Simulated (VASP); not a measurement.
Input:

```
CELL_PARAMETERS angstrom
     -1.61498     1.61498     3.95150
      1.61498    -1.61498     3.95150
      1.61498     1.61498    -3.95150
ATOMIC_POSITIONS crystal
  Si 0.66499 0.66499 0.00000
  Si 0.33501 0.33501 0.00000
  Mo 0.00000 0.00000 0.00000
```

Computed with RPBE GGA, VASP's PBE PAW potentials (set 64) (plane waves; VASP). Settings: 520 eV cut-off, 15×15×15 Γ-centred mesh, tetrahedra with Blöchl corrections, potentials Si Mo_sv.

The cores are frozen, which limits the accuracy of field gradients.

**Question.** Give the principal components of the electric field gradient (V/Å²) and the asymmetry η at each nucleus.

**Answer.** 
```json
[
 {"atom": "Si1", "Vxx": "5.6", "Vyy": "5.6", "Vzz": "-11.2", "η": "0.00"},
 {"atom": "Si2", "Vxx": "5.6", "Vyy": "5.6", "Vzz": "-11.2", "η": "0.00"},
 {"atom": "Mo3", "Vxx": "29.0", "Vyy": "29.0", "Vzz": "-58.1", "η": "0.00"}
]
```

The compound is MoSi2 in the MoSi2 type structure. It was relaxed first.
